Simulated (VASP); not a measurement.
```yaml
crystal:
  lattice:
    - [0.00000, 2.67119, 2.67119]
    - [2.67119, 0.00000, 2.67119]
    - [2.67119, 2.67119, 0.00000]
  atoms:
    - { symbol: Si, position: [0.00000, 0.00000, 0.00000] }
    - { symbol: Zr, position: [0.50000, 0.50000, 0.50000] }
```

Computed with PBEsol GGA, VASP's PBE PAW potentials (set 64) (plane waves; VASP). Numerical set-up: 400 eV cut-off, Gaussian smearing of 0.050 eV, potentials Si Zr_sv.

### Question
Give the energies of bands 5 to 11 at the high-symmetry points, in eV from the Fermi level.

### Answer

```csv
band,Γ,X,U,L,W
5,-9.65,-7.64,-7.17,-6.58,-7.09
6,0.01,-2.68,-3.02,-4.92,-2.59
7,0.01,-2.01,-2.67,-2.16,-2.59
8,0.01,0.44,-1.15,-2.16,-2.21
9,0.69,0.44,0.81,2.76,2.54
10,0.69,1.82,2.94,2.76,2.54
11,2.45,3.50,3.88,3.73,3.00
```

It has no gap at this level: it comes out as a metal or semimetal.

The structure was generated: ZrSi was put into the rocksalt type (Fm-3m), which need not be its known phase. It was relaxed first, which changed the volume by -20 %.
